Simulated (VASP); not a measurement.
# What spin-orbit coupling changes in AlPt, part 2 of 3

What does spin-orbit coupling change in AlPt, and what does it cost? All runs use LDA. Left out of this account: 1 further run (fields: a reference on another mesh). The start is a computed cell from the Materials Project.

VASP 6.6.1, plane waves and PAW; the level of theory is named at each step.

Still holding for the runs below: This run has no spin polarisation. Its electron count is odd, so without a moment it is a metal by construction.

So far. Step 2 (Band structure (LDA)): There is no gap at this level. Step 3 (Band structure (LDA + SOC)): There is no gap at this level. Without the coupling there was no gap either. The run took 3.2 times the core time, with 24 spinor bands against 18.

## Step 4: Total and projected DOS (LDA)

This step: LDA; plane waves and PAW (Al, Pt) (VASP 6.6.1).

Here the states are counted by energy and projected on the atoms.

The input, INCAR:

```
SYSTEM = AlPt
PREC = Accurate
ENCUT = 400
EDIFF = 1E-06
NELM = 100
ISMEAR = -5
SIGMA = 0.05
LREAL = .FALSE.
ALGO = Normal
GGA = CA
NBANDS = 18
LASPH = .TRUE.
LORBIT = 11
LWAVE = .FALSE.
LCHARG = .FALSE.
KPAR = 2
NEDOS = 2001
```

The input, POSCAR:

```
AlPt
1.0
    3.0915460000      0.0000000000      0.0000000000
    0.0000000000      3.0915460000      0.0000000000
    0.0000000000      0.0000000000      3.0915460000
Al Pt
1 1
Direct
    0.0000000000      0.0000000000      0.0000000000
    0.5000000000      0.5000000000      0.5000000000
```

The input, KPOINTS:

```
Automatic mesh
0
Gamma
11 11 11
0 0 0
```

The projector-augmented-wave data sets are Al and Pt (LDA family, release 64).

Command:

```sh
$ mpirun -np 2 vasp_std
```

The program printed:

```text
[... set-up lines as in an earlier step ...]
 entering main loop
       N       E                     dE             d eps       ncg     rms          rms(c)
DAV:   1     0.335678421028E+02    0.33568E+02   -0.44862E+03  2168   0.475E+02
DAV:   2    -0.131681787109E+02   -0.46736E+02   -0.42959E+02  2514   0.126E+02
DAV:   3    -0.140923613416E+02   -0.92418E+00   -0.91941E+00  2432   0.159E+01
DAV:   4    -0.140969606354E+02   -0.45993E-02   -0.46014E-02  2436   0.132E+00
DAV:   5    -0.140970016762E+02   -0.41041E-04   -0.41069E-04  2364   0.121E-01    0.102E+01
DAV:   6    -0.136384262886E+02    0.45858E+00   -0.16228E+00  2140   0.778E+00    0.394E+00
DAV:   7    -0.135811603562E+02    0.57266E-01   -0.54326E-02  2134   0.143E+00    0.238E+00
DAV:   8    -0.135587384979E+02    0.22422E-01   -0.17497E-02  2274   0.775E-01    0.278E-01
DAV:   9    -0.135586442133E+02    0.94285E-04   -0.38470E-04  2422   0.104E-01    0.100E-01
DAV:  10    -0.135586186485E+02    0.25565E-04   -0.45279E-05  2304   0.456E-02    0.116E-02
DAV:  11    -0.135586192674E+02   -0.61892E-06   -0.53789E-07  1594   0.453E-03
   1 F= -.13558619E+02 E0= -.13558619E+02  d E =0.000000E+00
 -----------------------------------------------------------------------------
|                                                                             |
|           W    W    AA    RRRRR   N    N  II  N    N   GGGG   !!!           |
|           W    W   A  A   R    R  NN   N  II  NN   N  G    G  !!!           |
|           W    W  A    A  R    R  N N  N  II  N N  N  G       !!!           |
|           W WW W  AAAAAA  RRRRR   N  N N  II  N  N N  G  GGG   !            |
|           WW  WW  A    A  R   R   N   NN  II  N   NN  G    G                |
|           W    W  A    A  R    R  N    N  II  N    N   GGGG   !!!           |
|                                                                             |
|     Tetrahedron method does not include variations of the Fermi             |
|     occupations, so forces and stress will be inaccurate. We suggest        |
|     using a different smearing scheme ISMEAR = 1 or 2 for metals in         |
|     relaxations.                                                            |
|                                                                             |
 -----------------------------------------------------------------------------
```

Elapsed: 4.4 s, on 2 MPI ranks of AMD EPYC 9R45, shared host; peak memory 0.21 GiB.

Parts of OUTCAR (step 4):

```text
The static configuration has the point symmetry O_h .

 Found     56 irreducible k-points:

   NELECT =      13.0000    total number of electrons

 E-fermi :  10.5987

 k-point     1 :       0.0000    0.0000    0.0000
  band No.  band energies     occupation
    ...
      2       4.9929      2.00000
      3       4.9929      2.00000
      4       7.9355      2.00000
      5       7.9355      2.00000
      6       7.9355      2.00000
      7      14.3946      0.00000
      8      14.3946      0.00000
      9      14.3946      0.00000
     10      19.6818      0.00000
     11      19.6818      0.00000
    ...

 k-point     2 :       0.0909    0.0000    0.0000
  band No.  band energies     occupation
    ...
      2       5.0346      2.00000
      3       5.0471      2.00000
      4       7.7893      2.00000
      5       7.7893      2.00000
      6       7.9506      2.00000
      7      13.5330      0.00000
      8      14.6679      0.00000
      9      14.6679      0.00000
     10      19.3980      0.00000
     11      19.8770      0.00000
    ...

  Total       -1.7268191     -1.7268191     -1.7268191      0.0000000      0.0000000      0.0000000
  in kB      -93.6332914    -93.6332914    -93.6332914      0.0000000      0.0000000      0.0000000
  external PRESSURE =     -93.6332914 kB  Pullay stress =       0.0000000 kB

  FREE ENERGIE OF THE ION-ELECTRON SYSTEM (eV)
  ---------------------------------------------------
  free  energy   TOTEN  =       -13.5586192674 eV

  energy  without entropy=      -13.5586192674  energy(sigma->0) =      -13.55861927

 total charge
# of ion       s       p       d       tot
------------------------------------------
    1        0.358   0.370   0.000   0.728
    2        0.687   0.587   8.217   9.491
--------------------------------------------------
tot          1.045   0.957   8.217  10.219

[... 9 parts as in an earlier step ...]

[... 5 further parts left out ...]
```

With tetrahedra the forces and stress of a metal are not exact derivatives of the energy.

This step gave:

```yaml
electronic_steps: 11
bands: 18
free_energy_toten: -13.56 eV
fermi_energy: 10.60 eV
pressure: -9.363 GPa
dos_at_the_fermi_level: 0.7306 states/eV/cell
```

The density of states has structure finer than the step of the table below, so its rows give means over 1 eV, whole bins alone (the curve runs from -12.0 to 7.90 eV). Peaks (eV: height): total -5.4: 3.16, -4.9: 2.71, -4.0: 4.00, -3.5: 4.41; Pt d -5.4: 2.21, -4.9: 2.03, -4.0: 3.17, -3.5: 3.56; Pt p -6.8: 0.116, -3.1: 0.135, 2.2: 0.119, 5.1: 0.132; Pt s -8.2: 0.131, -5.7: 0.194, -0.9: 0.165, 2.2: 0.132; Al p -5.7: 0.145, -4.0: 0.0954, 6.1: 0.199, 7.7: 0.216.

States under -12.0 eV and over 7.9 eV are left out. Density of states against energy, zero at the Fermi level; means over each step; values in states/eV/cell:

```
energy (eV)  total     Pt d     Pt p    Pt s     Al p     Al s
        -11  0.109   3.9e-4  0.00235  0.0377   8.8e-4   0.0174
        -10  0.227  0.00459   0.0103  0.0698  0.00409   0.0341
         -9  0.351   0.0237   0.0225  0.0900  0.00974   0.0482
         -8  0.774    0.181   0.0493   0.109   0.0197    0.105
         -7  0.745    0.300   0.0406  0.0363   0.0222   0.0856
         -6   1.61    0.843   0.0618   0.135   0.0832   0.0315
         -5   1.97     1.42   0.0664  0.0135   0.0604  0.00662
         -4   2.92     2.29   0.0799  0.0525   0.0670  0.00578
         -3   2.69     2.14    0.116  0.0336   0.0441  0.00655
         -2  0.491    0.309   0.0540  0.0181   0.0126  0.00275
         -1  0.738    0.481   0.0508  0.0570   0.0274  0.00723
          0  0.746    0.374   0.0832  0.0494   0.0442   0.0229
          1  0.542    0.177   0.0745  0.0437   0.0386   0.0387
          2  0.718    0.171   0.0903   0.108   0.0378   0.0730
          3  0.898    0.198    0.108  0.0993   0.0607    0.116
          4  0.872    0.176    0.120  0.0547   0.0931   0.0865
          5  0.849    0.155    0.109  0.0433    0.106   0.0516
          6   1.15    0.213   0.0916  0.0838    0.164   0.0243
          7  0.816    0.126   0.0883  0.0350    0.133   0.0211
```

Of the states within 0.3 eV of the Fermi level, the largest shares in the PAW spheres are Pt d 49 %, Pt p 11 % and Pt s 7 %. The rest lies in smaller channels or between the spheres.

## Step 5: Density of states (LDA + SOC)

This step: LDA, spin-orbit coupling; plane waves and PAW (Al, Pt) (VASP 6.6.1).

Here the states are counted by energy and projected on the atoms.

Changes to INCAR since step 4:

```diff
@@ -10,4 +10,9 @@
 GGA = CA
-NBANDS = 18
+LNONCOLLINEAR = .TRUE.
+MAGMOM = 0 0 0 0 0 0
+NBANDS = 24
+GGA_COMPAT = .FALSE.
 LASPH = .TRUE.
+LSORBIT = .TRUE.
+LMAXMIX = 4
 LORBIT = 11
```

POSCAR is that of step 4.

KPOINTS is that of step 4.

Command:

```sh
$ mpirun -np 2 vasp_ncl
```

The program printed:

```text
[... set-up lines as in an earlier step ...]
 entering main loop
       N       E                     dE             d eps       ncg     rms          rms(c)
DAV:   1     0.420171170232E+02    0.42017E+02   -0.49523E+03  2784   0.773E+02
DAV:   2    -0.130579522968E+02   -0.55075E+02   -0.51502E+02  3296   0.181E+02
DAV:   3    -0.144237867851E+02   -0.13658E+01   -0.13590E+01  3256   0.264E+01
DAV:   4    -0.144311429783E+02   -0.73562E-02   -0.73529E-02  2992   0.233E+00
DAV:   5    -0.144312217180E+02   -0.78740E-04   -0.78711E-04  3264   0.244E-01    0.114E+01
DAV:   6    -0.139563332401E+02    0.47489E+00   -0.14159E+00  2816   0.120E+01    0.509E+00
DAV:   7    -0.138994882627E+02    0.56845E-01   -0.51921E-02  2840   0.222E+00    0.309E+00
DAV:   8    -0.138791955930E+02    0.20293E-01   -0.10948E-02  3128   0.803E-01    0.139E+00
DAV:   9    -0.138772489825E+02    0.19466E-02   -0.18589E-03  3056   0.361E-01    0.193E-01
DAV:  10    -0.138772120197E+02    0.36963E-04   -0.70800E-05  2944   0.686E-02    0.495E-02
DAV:  11    -0.138771972022E+02    0.14818E-04   -0.20334E-05  3072   0.437E-02    0.941E-03
DAV:  12    -0.138771970301E+02    0.17202E-06   -0.18929E-07  1616   0.388E-03
   1 F= -.13877197E+02 E0= -.13877197E+02  d E =0.000000E+00  mag=    -0.0000    -0.0000    -0.0000
 [... a notice as in an earlier step ...]
```

The job ended after 13 s (2 MPI ranks; peak memory 0.29 GiB; 24 s of CPU time).

Parts of OUTCAR (step 5):

```text
   NELECT =      13.0000    total number of electrons

 E-fermi :  10.6050

 k-point     1 :       0.0000    0.0000    0.0000
  band No.  band energies     occupation
    ...
      8       7.7208      1.00000
      9       7.7208      1.00000
     10       7.7208      1.00000
     11       8.4910      1.00000
     12       8.4910      1.00000
     13      13.7778      0.00000
     14      13.7778      0.00000
     15      14.6604      0.00000
     16      14.6604      0.00000
     17      14.6604      0.00000
    ...

  Total       -1.7570815     -1.7570815     -1.7570815      0.0000000     -0.0000000      0.0000000
  in kB      -95.2742064    -95.2742064    -95.2742064      0.0000000     -0.0000000      0.0000000
  external PRESSURE =     -95.2742064 kB  Pullay stress =       0.0000000 kB

  FREE ENERGIE OF THE ION-ELECTRON SYSTEM (eV)
  ---------------------------------------------------
  free  energy   TOTEN  =       -13.8771970301 eV

  energy  without entropy=      -13.8771970301  energy(sigma->0) =      -13.87719703

 Spin-Orbit-Coupling matrix elements
 Ion:    1  E_soc:     -0.0002681
 Ion:    2  E_soc:     -0.6437940

 magnetization (x)
# of ion       s       p       d       tot
------------------------------------------
    1        0.000   0.000   0.000   0.000
    2        0.000   0.000  -0.000  -0.000
--------------------------------------------------
tot          0.000   0.000  -0.000  -0.000

 magnetization (y)
# of ion       s       p       d       tot
------------------------------------------
    1        0.000   0.000   0.000   0.000
    2        0.000  -0.000   0.000  -0.000
--------------------------------------------------
tot          0.000   0.000   0.000   0.000

 magnetization (z)
# of ion       s       p       d       tot
------------------------------------------
    1        0.000   0.000   0.000   0.000
    2        0.000   0.000  -0.000  -0.000
--------------------------------------------------
tot          0.000   0.000  -0.000  -0.000

[... 9 parts as in an earlier step ...]

[... 9 further parts left out ...]
```

At this level the cell is under a tension of 9.5 GPa, so at these settings it is away from equilibrium.

This step gave:

* electronic steps: 12
* bands: 24
* free energy (TOTEN): -13.88 eV
* Fermi energy: 10.61 eV
* pressure: -9.527 GPa
* DOS at the Fermi level: 0.7456 states/eV/cell

On-site spin-orbit energy by atom:

```
atom  on-site spin-orbit energy (eV)
 Al1                           0.000
 Pt2                          -0.644
```

The density of states has structure finer than the step of the table below, so its rows give means over 1 eV, whole bins alone (the curve runs from -12.0 to 5.14 eV). Peaks (eV: height): total -5.6: 3.18, -5.1: 3.43, -4.4: 4.81, -3.4: 5.61; Pt d -5.6: 2.27, -5.1: 2.56, -4.4: 3.62, -3.4: 4.53; Pt p -4.4: 0.162, -3.4: 0.190, -2.9: 0.140, 2.3: 0.153; Pt s -8.2: 0.133, -6.1: 0.198, -0.8: 0.148, 2.3: 0.134; Al p -6.0: 0.129, -4.4: 0.128, -3.4: 0.107, 5.1: 0.117.

States under -12.0 eV and over 5.1 eV are left out. Table of density of states by energy, zero at the Fermi level; means over each step; values in states/eV/cell:

```
energy (eV)  total     Pt d     Pt p    Pt s     Al p     Al s
        -11  0.110   4.0e-4  0.00241  0.0381   8.9e-4   0.0176
        -10  0.229  0.00482   0.0106  0.0703  0.00413   0.0343
         -9  0.356   0.0252   0.0233  0.0907  0.00984   0.0487
         -8  0.836    0.213   0.0525   0.109   0.0201    0.113
         -7  0.724    0.307   0.0389  0.0367   0.0231   0.0745
         -6   1.96     1.16   0.0647   0.123   0.0810   0.0310
         -5   1.80     1.31   0.0648  0.0224   0.0549  0.00427
         -4   2.17     1.63   0.0778  0.0445   0.0604  0.00865
         -3   3.04     2.39    0.127  0.0462   0.0558  0.00862
         -2  0.630    0.432   0.0542  0.0203   0.0150  0.00309
         -1  0.730    0.480   0.0508  0.0538   0.0265  0.00662
          0  0.768    0.391   0.0893  0.0494   0.0444   0.0191
          1  0.542    0.181   0.0762  0.0423   0.0382   0.0370
          2  0.723    0.174   0.0879   0.109   0.0386   0.0764
          3  0.895    0.199    0.113  0.0980   0.0592    0.113
          4  0.871    0.177    0.120  0.0557   0.0906   0.0890
```

The DOS at the Fermi level goes from 0.731 to 0.746 states/eV/cell, a number that is sensitive to the mesh. The run took 3.0 times the core time, with 24 spinor bands against 18. Of the states within 0.3 eV of the Fermi level, the largest shares in the PAW spheres are Pt d 50 %, Pt p 12 % and Pt s 6 %. The rest lies in smaller channels or between the spheres.

## Step 6: Relaxing cell and atoms (LDA)

This step: LDA; plane waves and PAW (Al, Pt) (VASP 6.6.1).

Last, the cell itself: ISIF = 3 frees volume, shape and positions, first without the coupling.

The input, INCAR:

```
SYSTEM = AlPt
PREC = Accurate
ENCUT = 400
EDIFF = 1E-06
NELM = 100
ISMEAR = -1
SIGMA = 0.05
LREAL = .FALSE.
ALGO = Normal
GGA = CA
NBANDS = 12
LASPH = .TRUE.
LORBIT = 11
LWAVE = .FALSE.
LCHARG = .FALSE.
KPAR = 2
IBRION = 2
NSW = 60
ISIF = 3
EDIFFG = -0.01
```

POSCAR is that of step 5.

KPOINTS is that of step 5.

Command:

```sh
$ mpirun -np 2 vasp_std
```

The program printed:

```text
[... set-up lines as in an earlier step ...]
 entering main loop
       N       E                     dE             d eps       ncg     rms          rms(c)
DAV:   1     0.301025305417E+02    0.30103E+02   -0.47567E+03  1456   0.708E+02
DAV:   2    -0.132301609835E+02   -0.43333E+02   -0.40113E+02  1544   0.155E+02
DAV:   3    -0.140925614321E+02   -0.86240E+00   -0.85505E+00  1616   0.200E+01
DAV:   4    -0.140966737062E+02   -0.41123E-02   -0.41117E-02  1452   0.171E+00
DAV:   5    -0.140967090853E+02   -0.35379E-04   -0.35378E-04  1600   0.162E-01    0.102E+01
DAV:   6    -0.136374623595E+02    0.45925E+00   -0.21266E+00  1392   0.116E+01    0.394E+00
DAV:   7    -0.135814592997E+02    0.56003E-01   -0.71083E-02  1396   0.210E+00    0.236E+00
DAV:   8    -0.135590694260E+02    0.22390E-01   -0.22280E-02  1516   0.109E+00    0.269E-01
DAV:   9    -0.135589585157E+02    0.11091E-03   -0.43874E-04  1476   0.154E-01    0.102E-01
DAV:  10    -0.135589376751E+02    0.20841E-04   -0.58126E-05  1508   0.729E-02    0.116E-02
DAV:  11    -0.135589376449E+02    0.30187E-07   -0.94678E-07   940   0.787E-03
   1 F= -.13558938E+02 E0= -.13556120E+02  d E =-.135589E+02
 curvature:   0.00 expect dE= 0.000E+00 dE for cont linesearch  0.000E+00
 trial: gam= 0.00000 g(F)=  0.000E+00 g(S)=  0.212E+00 ort = 0.000E+00 (trialstep = 0.100E+01)
 search vector abs. value=  0.212E+00
 bond charge predicted
       N       E                     dE             d eps       ncg     rms          rms(c)
DAV:   1    -0.155417974913E+02   -0.19829E+01   -0.33339E+01  1384   0.559E+01    0.131E+01
DAV:   2    -0.135403198309E+02    0.20015E+01   -0.97748E+00  1360   0.255E+01    0.191E+00
DAV:   3    -0.134919509032E+02    0.48369E-01   -0.15304E-01  1376   0.363E+00    0.731E-01
DAV:   4    -0.134788825769E+02    0.13068E-01   -0.34769E-02  1460   0.109E+00    0.193E-01
DAV:   5    -0.134794480203E+02   -0.56544E-03   -0.14248E-03  1596   0.283E-01    0.113E-01
DAV:   6    -0.134797344578E+02   -0.28644E-03   -0.22671E-04  1476   0.902E-02    0.183E-02
DAV:   7    -0.134797447867E+02   -0.10329E-04   -0.11647E-05  1472   0.233E-02    0.335E-03
DAV:   8    -0.134797454627E+02   -0.67598E-06   -0.47240E-07   864   0.458E-03
   2 F= -.13479745E+02 E0= -.13477222E+02  d E =0.791922E-01
[...]
3 F= -.13601632E+02 E0= -.13599056E+02  d E =-.426945E-01
 curvature:  -0.17 expect dE=-0.208E-04 dE for cont linesearch -0.208E-04
 ZBRENT: interpolating
 opt :   0.3892  next Energy=   -13.601652 (dE=-0.427E-01)
 bond charge predicted
       N       E                     dE             d eps       ncg     rms          rms(c)
DAV:   1    -0.136017759599E+02   -0.14373E-03   -0.19822E-03  1388   0.427E-01    0.749E-02
DAV:   2    -0.136016572421E+02    0.11872E-03   -0.61936E-04  1356   0.205E-01    0.171E-02
DAV:   3    -0.136016545967E+02    0.26454E-05   -0.84704E-06  1372   0.253E-02    0.978E-03
DAV:   4    -0.136016539419E+02    0.65479E-06   -0.19209E-06  1440   0.782E-03
   4 F= -.13601654E+02 E0= -.13599080E+02  d E =-.427163E-01
 curvature:  -0.16 expect dE=-0.478E-06 dE for cont linesearch -0.478E-06
 trial: gam=-0.00372 g(F)=  0.311E-68 g(S)=  0.296E-05 ort = 0.793E-03 (trialstep = 0.878E+00)
 search vector abs. value=  0.141E-09
 reached required accuracy - stopping structural energy minimisation
```

Wall time 7.4 s (2 MPI ranks); peak memory 0.22 GiB; 13 s of CPU time.

OUTCAR, selected parts (step 6):

```text
   k-points           NKPTS =     56   k-points in BZ     NKDIM =     56   number of bands    NBANDS=     12

   NELECT =      13.0000    total number of electrons

 E-fermi :  11.3871

 k-point     1 :       0.0000    0.0000    0.0000
  band No.  band energies     occupation
    ...
      2       5.3814      2.00000
      3       5.3814      2.00000
      4       8.5777      2.00000
      5       8.5777      2.00000
      6       8.5777      2.00000
      7      15.2471      0.00000
      8      15.2471      0.00000
      9      15.2471      0.00000
     10      20.6212      0.00000
     11      20.6212      0.00000
    ...

  Total       -0.0063992     -0.0063992     -0.0063992     -0.0000000     -0.0000000     -0.0000000
  in kB       -0.3642699     -0.3642699     -0.3642699     -0.0000000     -0.0000000     -0.0000000
  external PRESSURE =      -0.3642699 kB  Pullay stress =       0.0000000 kB

 POSITION                                       TOTAL-FORCE (eV/Angst)
 -----------------------------------------------------------------------------------
      0.00000      0.00000      0.00000         0.000000     -0.000000      0.000000
      1.52092      1.52092      1.52092        -0.000000      0.000000      0.000000
 -----------------------------------------------------------------------------------
    total drift:                               -0.000000      0.000000      0.000000

  FREE ENERGIE OF THE ION-ELECTRON SYSTEM (eV)
  ---------------------------------------------------
  free  energy   TOTEN  =       -13.6016539419 eV

  energy  without entropy=      -13.5965070241  energy(sigma->0) =      -13.59908048

 reached required accuracy - stopping structural energy minimisation

[... 6 parts as in an earlier step ...]

[... 10 further parts left out ...]
```

The run keeps the 48 symmetry operations of its start, so it cannot find a distortion of lower symmetry.

Relaxation path:

```
step  energy less that of the first step (eV)  largest force (eV/Å)  pressure (GPa)  volume (Å³)
   1                                   0.0000                0.0000           -9.29        29.55
   2                                   0.0792                0.0000           19.94        26.04
   3                                  -0.0427                0.0000           -0.23        28.17
   4                                  -0.0427                0.0000           -0.04        28.15
```

```
conventional cell, symmetrised  before  after  change
                         a (Å)   3.092  3.042  -1.6 %
                         b (Å)   3.092  3.042  -1.6 %
                         c (Å)   3.092  3.042  -1.6 %
              volume (Å³/atom)   14.77  14.07  -4.7 %
```

The relaxed structure:

```xyz
2
Lattice="3.0418 0.0000 0.0000 0.0000 3.0418 0.0000 0.0000 0.0000 3.0418" Properties=species:S:1:pos:R:3 pbc="T T T"
Al    0.0000    0.0000    0.0000
Pt    1.5209    1.5209    1.5209
```

This step gave:

| Item | Value |
| --- | --- |
| bands | 12 |
| free energy (TOTEN) | -13.60 eV |
| energy at zero smearing | -13.60 eV |
| Fermi energy | 11.39 eV |
| pressure | -0.03643 GPa |
| SCF cycles over all ionic steps | 31 |

It ends with forces that vanish by symmetry and a pressure of -0.04 GPa.

[end of part 2 of 3]

[Lines on the potential files, build, host, timing and source positions are cut from VASP's logs without a mark.]

[Logs are printed without paths, hosts, clocks, repeated set-up lines and the standing remarks that a program may print on its own settings, such as how far it seeks lower states.]

[Hosts, paths, dates, database ids (printed as entryN), source tags and the programs' standing remarks are cut or masked in the printed files.]

[A measured line is paired with the nearest computed mode of its activity, which favours agreement.]
